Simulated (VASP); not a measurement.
GeSb4Te7:

```xyz
12
Lattice="4.2893 0.0000 0.0000 -2.1447 3.7146 0.0000 0.0000 0.0000 24.6378" Properties=species:S:1:pos:R:3 pbc="T T T"
Ge    0.0000    0.0000   12.3189
Sb    2.1447    1.2382   22.6396
Sb    0.0000    2.4764    8.6171
Sb    0.0000    2.4764    1.9982
Sb    2.1447    1.2382   16.0207
Te    0.0000    2.4764   20.9355
Te    2.1447    1.2382    3.7023
Te    0.0000    0.0000   17.7140
Te    2.1447    1.2382   10.6286
Te    0.0000    2.4764   14.0092
Te    0.0000    0.0000    0.0000
Te    0.0000    0.0000    6.9238
```

The cell is a database's computed one.

| Item | Value |
| --- | --- |
| Program | VASP 6.6.1 |
| Task | relaxation of cell and atoms |
| Functional | PBE |
| Dispersion | D3(BJ) |
| Potentials or basis | VASP PAW PBE potentials, release 64 (Ge_d, Sb, Te) |
| Cutoff | 600 eV |
| k mesh | 9 × 9 × 2 |
| Occupations | fermi-dirac, width 0.05 eV |
| Spin | no spin polarisation |

At the start: pressure -1.3 GPa; volume 32.71 Å³/atom.

**Question.** How do energy, volume and symmetry change on relaxing?

**Answer.** Over 41 steps the energy falls by 15.8 meV/atom and the volume is 30.53 Å³/atom (-6.7 %); space group P-3m1 (No. 164, to 0.05 Å).

The path:
```tsv
step	energy change (eV)	largest force (eV/Å)	pressure (GPa)	volume (Å³)
1	0.0000	0.1415	-1.32	392.56
3	-0.0554	0.3440	0.13	380.17
5	-0.0831	0.2245	0.04	376.50
7	-0.1257	0.1891	-0.24	374.34
9	-0.1345	0.2936	-0.36	372.88
11	-0.1519	0.2910	0.46	365.87
13	-0.1801	0.1064	0.28	364.64
15	-0.1835	0.0670	-0.10	366.78
17	-0.1848	0.0566	-0.05	366.46
19	-0.1859	0.0739	0.12	365.53
21	-0.1881	0.0390	0.00	366.49
23	-0.1888	0.0332	-0.06	367.38
25	-0.1892	0.0453	0.05	366.72
27	-0.1897	0.0168	-0.03	366.97
29	-0.1898	0.0137	0.03	366.54
31	-0.1900	0.0154	-0.03	366.74
33	-0.1901	0.0121	0.01	366.42
35	-0.1901	0.0119	0.02	366.35
37	-0.1902	0.0071	0.00	366.42
39	-0.1902	0.0079	0.00	366.39
41	-0.1902	0.0049	0.00	366.39
```

Final structure:
```
CELL_PARAMETERS angstrom
4.25823 0.00000 0.00000
-2.12912 3.68774 0.00000
0.00000 0.00000 23.33219
ATOMIC_POSITIONS crystal
Ge 0.00000 0.00000 0.50000
Sb 0.66667 0.33333 0.91583
Sb 0.33333 0.66667 0.34356
Sb 0.33333 0.66667 0.08417
Sb 0.66667 0.33333 0.65644
Te 0.33333 0.66667 0.84193
Te 0.66667 0.33333 0.15807
Te 0.00000 0.00000 0.73016
Te 0.66667 0.33333 0.42869
Te 0.33333 0.66667 0.57131
Te 0.00000 0.00000 0.00000
Te 0.00000 0.00000 0.26984
```
